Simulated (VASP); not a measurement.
These are PBE GGA with D4 dispersion, VASP's PBE PAW potentials (set 64) (plane waves; VASP) values and carry that method's errors.

The input files of a VASP run:

### KPOINTS
```
Automatic mesh
0
Gamma
5 5 8
0 0 0
```

INCAR:
```
LREAL=F
GGA=PE   # PBE
NEDOS=601
SYSTEM=SnO2
ENCUT=520
ALGO=Normal   # blocked Davidson
EDIFF=1E-7
NELM=100
LWAVE=F
LCHARG=T
LEFG=T
LMAXMIX=4   # l cut-off of mixed one-centre charges
ISIF=2   # forces and stress, cell fixed
ISMEAR=-5   # tetrahedra, Bloechl
PREC=Accurate
IVDW=13   # D4
LORBIT=11
LASPH=T
```

**POSCAR**
```
SnO2
1
    4.7908716992     0.0000000000     0.0000000000
   -0.0000000000     4.7908716992     0.0000000000
    0.0000000000     0.0000000000     3.2335709348
Sn O
2 4
Direct
  0.0000000000   0.0000000000   1.0000000000
  0.5000000000   0.5000000000   0.5000000000
  0.3061872371   0.3061872371   0.0000000000
  0.8061872371   0.1938127629   0.5000000000
  0.1938127629   0.8061872371   0.5000000000
  0.6938127629   0.6938127629   1.0000000000
```

POTCAR, in this order: Sn_d O (PBE.64 set). Program: vasp_std.

Task: What will the output report for the number of irreducible k-points (NKPTS), largest plane-wave count, number of space-group operations, FFT grid (NGX, NGY, NGZ)?

Result: 
```
Item                                           Value
--------------------------------------  ------------
number of irreducible k-points (NKPTS)            30
largest plane-wave count                        2020
number of space-group operations                  16
FFT grid (NGX, NGY, NGZ)                36 × 36 × 24
```

The compound is SnO2 in the rutile structure. It was relaxed first.
